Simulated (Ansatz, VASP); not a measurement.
# HfB2: VASP beside Ansatz, part 2 of 2

Wanted: the spread between two codes on one cell, functional and k mesh. The cell is taken from a series of runs on this material, whose earlier steps may have relaxed, scaled, displaced or heated it; both programs get it as it stands.

VASP 6.6.1 and Ansatz 0.2.0.

So far: Set-up; VASP: zone-centre phonons, LDA.

**3. Ansatz: zone-centre phonons, LDA**

Level of this step: Ansatz beside VASP: Kohn-Sham DFT, plane waves, LDA (Ansatz).

Ansatz runs on its PAW soft_1 files.

The same cell, functional (in two slightly different forms), mesh and smearing now go to Ansatz, which takes its cutoff from its data sets.

input.yaml reads:

```yaml
crystal:
  lattice:
    - [3.044052392, 0.0, 0.0]
    - [-1.522026196, 2.6362267019, 0.0]
    - [0.0, 0.0, 3.3426625505]
  atoms:
    - { symbol: B, position: [0.3333333333, 0.6666666667, 0.5] }
    - { symbol: B, position: [0.6666666667, 0.3333333333, 0.5] }
    - { symbol: Hf, position: [0.0, 0.0, 0.0] }
kpoints:
  mp_grid: { grid: [15, 15, 12] }
hamiltonian:
  xc: lda
  pseudopotentials: { kind: paw, azcp: { folder: soft_1 }, xc_functional: pbe }
scf:
  occupations: { method: methfessel_paxton, width: 0.2 }
output:
  eigenvalues: true
phonons:
  method: dfpt
```

Command:

```bash
$ ansatz run input.yaml --threads 4 --pin off --max-ram 10240MiB --backend cpu --events-out ev --progress --plain --runs-dir out
```

Numbers of over 12 decimals in the logs are rounded to 6 here.

The log of the run:

```text
zone centre: on kpoints.mp_grid the ground state, and the responses unless they are solved on pairs of k-points, stand on 448 of the mesh's 2700 k-points, reduced under 4 symmetry operations, with k and −k counted as one. Each operation leaves every solved displacement unchanged or reverses it
Engine: ansatz 0.2.0, x86_64-unknown-linux-gnu
Pseudopotentials: kind: paw
Pseudopotential: B, paw, valence charge 3, recommended cutoff 420 eV (normal), soft_1/B.paw.azcp
Pseudopotential: Hf, paw, valence charge 26, recommended cutoff 420 eV (normal), soft_1/Hf.paw.azcp
Functional definition: SPW92
  exchange = slater_x
  correlation = pw_c
Crystal: 3 atoms, lattice volume = 26.824 Å³
Basis set: ecut = 420 eV, 527 PW (Γ), exchange–correlation on 48×48×48 points (8 copies of the dense FFT grid, shifted against one another)
Bands: 20, of which v1, the nominal top of the filled ones, is band 16 counted from 1 (15 counted from 0)
Symmetry: 24 space group operations
k-points: 448 of 2700 (irreducible under 4 space group operations, time reversal used)
Non-local potential: B, projectors of the file, l = 0: 2, l = 1: 2, l = 2: 1
Non-local potential: Hf, projectors of the file, l = 0: 3, l = 1: 2, l = 2: 2, l = 3: 3
PAW form: soft (Blöchl's): semilocal exchange-correlation on the pseudo side does not see the compensation charge
PAW frozen core: B, regenerated for the run's functional, and the local potential with it (the file was generated under x = pbe(κ = 0.804, μ = 0.219515), c = pbe(β = 0.066725))
PAW frozen core: Hf, regenerated for the run's functional, and the local potential with it (the file was generated under x = pbe(κ = 0.804, μ = 0.219515), c = pbe(β = 0.066725))
PAW one-centre angular grid: B, 110 points (default); XC on 64 Gauss nodes
PAW one-centre angular grid: Hf, 590 points (default); XC on 64 Gauss nodes
Initial density: superposition of atomic densities (chi_scale 0.1, normalization cell, long waves kept (reshape's long-wave potential 0.00 eV rms))
Initial wavefunctions: pseudopotential atomic-orbital guess
Functional: x = slater, c = lda
SCF iter   1: F=—  HF=-15780.972704 eV  |F-HF|=—  |Δ(HF+E_count)|=         —  Δρ=7.48e-2  dr2=2.31e0  ethr=3.10e-3  ⟨swp⟩=4.8  Hψ=37245  notcnv=0
preconditioner: auto → none  [insulator: Δε(μ)=0.195 eV  Ē_g=16.909 eV  σ=0.200 eV  W_gap=0.58  n_scr=8 (ndim 8)  ℏωp=39.3 eV  f_vac=0.000  D(μ)=0.23/eV (n_scr^D=0)  ε∞_Penn≈6.4]
SCF iter   2: F=—  HF=-15780.339786 eV  |F-HF|=—  |Δ(HF+E_count)|=   6.33e-1  S|Δr|=    0.00e0  Δρ=2.70e-2  dr2=2.91e-1  ethr=3.10e-3  ⟨swp⟩=2.9  Hψ=21579  notcnv=0
SCF iter   3: F=—  HF=-15780.232099 eV  |F-HF|=—  |Δ(HF+E_count)|=   1.08e-1  S|Δr|=    0.00e0  Δρ=1.05e-2  dr2=1.44e-2  ethr=9.08e-4  ⟨swp⟩=2.0  Hψ=19640  notcnv=0
SCF iter   4: F=—  HF=-15780.233399 eV  |F-HF|=—  |Δ(HF+E_count)|=   1.30e-3  S|Δr|=    0.00e0  Δρ=3.57e-3  dr2=1.25e-3  ethr=4.49e-5  ⟨swp⟩=2.0  Hψ=17817  notcnv=0
SCF iter   5: F=—  HF=-15780.234375 eV  |F-HF|=—  |Δ(HF+E_count)|=   9.76e-4  S|Δr|=    0.00e0  Δρ=4.26e-4  dr2=3.13e-5  ethr=3.90e-6  ⟨swp⟩=2.0  Hψ=15910  notcnv=0
SCF iter   6: F=—  HF=-15780.234395 eV  |F-HF|=—  |Δ(HF+E_count)|=   1.95e-5  S|Δr|=    0.00e0  Δρ=1.56e-4  dr2=2.17e-6  ethr=9.78e-8  ⟨swp⟩=2.1  Hψ=16272  notcnv=0
SCF iter   7: F=—  HF=-15780.234393 eV  |F-HF|=—  |Δ(HF+E_count)|=   2.38e-6  S|Δr|=    0.00e0  Δρ=5.37e-5  dr2=4.72e-7  ethr=6.78e-9  ⟨swp⟩=2.1  Hψ=16292  notcnv=0
SCF iter   8: F=—  HF=-15780.234392 eV  |F-HF|=—  |Δ(HF+E_count)|=   1.58e-7  S|Δr|=    0.00e0  Δρ=1.10e-5  dr2=1.99e-8  ethr=1.48e-9  ⟨swp⟩=2.1  Hψ=14652  notcnv=0
SCF iter   9: F=—  HF=-15780.234392 eV  |F-HF|=—  |Δ(HF+E_count)|=   6.24e-9  S|Δr|=    0.00e0  Δρ=4.41e-7  dr2=6.85e-11  ethr=6.23e-11  ⟨swp⟩=2.1  Hψ=16090  notcnv=0
SCF iter  10: F=-15780.234392 eV  HF=-15780.234392 eV  |F-HF|=3.64e-12  |Δ(HF+E_count)|=  2.91e-11  S|Δr|=    0.00e0  Δρ=8.13e-8  dr2=8.47e-13  ethr=1.00e-12  ⟨swp⟩=6.8  Hψ=49750  notcnv=0
SCF 1 converged in 10 iterations: F = -15780.234392 eV  dr2 = 8.47e-13
  greatest PAW one-centre occupation: 0.998 electrons in one spin orbital (limit 2), on the Hf atom at site 2 (counted from 0), in its partial waves of l = 3
DFPT response loops at Γ: preconditioner auto → Kerker (q_TF=auto, 2.810 Å⁻¹) (partly filled bands, converged f_vac=0.000); β = 1.00, the filter's whole step (`scf.mixing.beta` (0.50) is not read by the response loops under this deck's `scf.mixing.preconditioner`; to damp them name `kerker` or `kerker_dos`, under which they read `scf.mixing.beta`, and type it under 1.00, their step now; both keys bind the ground state too); Broyden in place of MSR1
SCF converged after 10 iterations
Stability not checked: this state was not tested for a lower state beside it, because cold or Methfessel-Paxton smearing, or corrected tetrahedra, fill the levels in a way that the test cannot read (fill_not_monotonic; see scf.lower_state_search)
Free energy (F): -15780.234392 eV
Harris-Foulkes:  -15780.234392 eV  (|F-HF|=3.64e-12)
Internal energy: -15780.234749 eV  (E = F + TS)
E sigma→0 (E₀):  -15780.234481 eV
Entropy (-TS):   0.000357 eV (0.119 meV/atom)
Fermi energy:    20.934438 eV
--- Per-component energies (eV) ---
  E_band       = 147.135849
  E_kinetic    = 522.960417
  E_local      = -6256.226998  (includes V_loc(G=0)·N_el)
  E_nonlocal   = 91.013739
  E_hartree    = 3104.370918
  E_xc         = -335.967236
  E_vxc        = -340.257795  (∫ρ·V_xc dr)
  E_paw        = -7601.883467  (= ΣΔE_a)
  E_vpaw       = -79.095514  (= ΣTr[D̂ρ^β])
  E_aug_tail   = 0.000095  (compensation charges beyond the density's cutoff)
  E_ewald      = -5307.050974
  E_core_change = 2.548757  (= ΣΔE_core)
  E_smearing   = 0.000357  (= −TS)
  E_closure    = 0.000000  (closes the sum)
  Σ components = -15780.234392   (vs F -15780.234392, Δ=0.00e0)
--- Band table (eV; the first three rows and the last of 448) ---
  k-point 0: bands = [... 12 lower, 17.6597, 17.7162, 17.7162, 18.4078, 25.3329, 25.3329, 26.1222, 26.1222]
  k-point 1: bands = [... 12 lower, 16.9099, 17.7968, 17.7968, 19.1236, 24.3762, 24.3762, 25.8442, 25.8442]
  k-point 2: bands = [... 12 lower, 15.8388, 18.0352, 18.0352, 20.1192, 23.2487, 23.2487, 25.1197, 25.1197]
  k-point 447: bands = [... 12 lower, 13.4035, 15.6578, 16.4383, 17.8580, 25.4513, 26.7741, 26.9808, 28.1561]
--- Phonons (Γ-DFPT): 4 representative perturbations + reference, on 448 of 2700 k-points (Σ response iterations 12) ---
  k mesh reduced under 4 symmetry operations, with k and −k counted as one. Each operation leaves every solved displacement unchanged or reverses it
  ASR residual: 2.526e-5 → 0.000e0 eV/Å²; symmetrization residual: 7.785e-7 eV/Å²
  ASR residual per site (eV/Å²): 9.10e-6 9.10e-6 2.53e-5
  Γ frequencies (cm⁻¹): 0.00 0.00 0.00 497.72 497.72 541.54 616.52 902.82 902.82
  non-analytic LO–TO correction: not included (Born effective charges unavailable; polar crystals: no LO–TO splitting at Γ)
```

**4. Side by side**

Known differences besides the potentials themselves: the data sets hold 32 valence electrons in Ansatz (on its PAW soft_1 files) and 16 in VASP; the cutoff is 420 eV in Ansatz and 500 eV in VASP; VASP's log shows a relativistic correction to its local exchange, Ansatz's none. Total energies have different zeros and are not compared.

Compared:

```tsv
quantity	Ansatz	VASP	difference
optical mode 1 to 2 (cm⁻¹)	497.7	500.1	-0.47 %
optical mode 3 (cm⁻¹)	541.5	543.6	-0.39 %
optical mode 4 (cm⁻¹)	616.5	620.6	-0.66 %
optical mode 5 to 6 (cm⁻¹)	902.8	905.6	-0.31 %
```

Modes are paired by rising frequency, not by their patterns, so a pair may set unlike modes beside each other; they are those without the splitting of longitudinal modes.

**5. Results**

```
r.m.s. difference of the optical zone-centre modes, each program's sorted by frequency (zone-centre phonons, LDA) : 2.8 cm⁻¹
difference in optical mode 4 (zone-centre phonons, LDA)                                                           : -0.7 %
```

**Reading.** The r.m.s. difference of the optical zone-centre modes, each program's sorted by frequency is 2.8 cm⁻¹ (zone-centre phonons, LDA). The data sets hold unlike numbers of valence electrons (32 in Ansatz and 16 in VASP), so part of the differences comes from the potentials. Among the rows given in per cent, the largest difference of the zone-centre phonons, LDA pair is in optical mode 4, -0.7 %. How closely two codes agree says nothing of how well the functional describes the real material.

[Lines on the potential files, build, host, timing and source positions are cut from VASP's logs without a mark.]

[Logs are printed without paths, hosts, clocks, repeated set-up lines and the standing remarks that a program may print on its own settings, such as how far it seeks lower states.]

[Hosts, paths, dates, database ids (printed as entryN), source tags and the programs' standing remarks are cut or masked in the printed files.]
